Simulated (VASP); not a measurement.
**Li3SeBr: single point with PBE**

Li3SeBr:

```
Br Se Li
1.0
     4.91380    0.00000    0.00000
     0.00000    4.91380    0.00000
     0.00000    0.00000    4.91380
Br Se Li
1 1 3
Direct
  0.00000 0.00000 0.00000
  0.50000 0.50000 0.50000
  0.50000 0.50000 0.00000
  0.50000 0.00000 0.50000
  0.00000 0.50000 0.50000
```

The cell comes from a database or a generator and needn't be the stable form of this composition.

* Program: VASP 6.6.1
* Task: single point
* Functional: PBE
* Potentials or basis: VASP PAW PBE potentials, release 64 (Br, Se, Li_sv)
* Cutoff: 520 eV
* k mesh: 6 × 6 × 6
* Occupations: gaussian, width 0.02 eV
* Spin: no spin polarisation
* Dipole correction: no
* Further INCAR settings: ALGO = Fast; EDIFF = 1e-06; NBANDS = 19

* Band gap on the k mesh: 3.24 eV, indirect (least direct gap 3.50 eV)

Levels at points of the mesh, in eV from the valence-band top:
```csv
k point,band 9,band 10,band 11,band 12,band 13,band 14
"(0.00, 0.00, 0.00)",-0.26,-0.26,-0.26,3.24,5.52,5.52
"(0.50, 0.00, 0.00)",-0.96,-0.92,-0.92,5.75,5.93,6.11
"(0.50, 0.50, 0.00)",-0.82,0.00,0.00,3.67,5.49,5.95
"(0.50, 0.50, 0.50)",-0.89,-0.89,-0.89,5.67,5.67,5.67
```

Run time: 74 s on 1 thread of Intel(R) Xeon(R) Platinum 8559C (Emerald Rapids), on a shared host, peak memory 0.26 GiB.

 A k mesh can miss the band edges.
